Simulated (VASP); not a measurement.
```
GaSb
1.0
    0.00000     3.05444     3.05444
    3.05444     0.00000     3.05444
    3.05444     3.05444     0.00000
Ga Sb
1 1
Direct
  0.00000   0.00000   0.00000
  0.25000   0.25000   0.25000
```

Level of theory: MS2 meta-GGA, VASP's PBE PAW potentials (set 64) (plane waves; VASP 6.6.1). Run with 520 eV cut-off, 8×8×8 Γ-centred mesh, tetrahedra with Blöchl corrections, potentials Ga_d Sb.

Unless said otherwise, spin-orbit coupling is left out, though it shifts the bands of the heavy elements here.

Estimate the energy per atom (σ→0), band gap (over mesh and band path) with the smallest direct gap where there is one.

```yaml
band gap (over mesh and band path): 0.37 eV
smallest direct gap (over mesh and band path): 0.37 eV
energy per atom (σ→0): -2.416 eV/atom
```

Only differences to runs with the same potentials and settings are physical.

The compound is GaSb in the zinc blende structure. It was relaxed first.
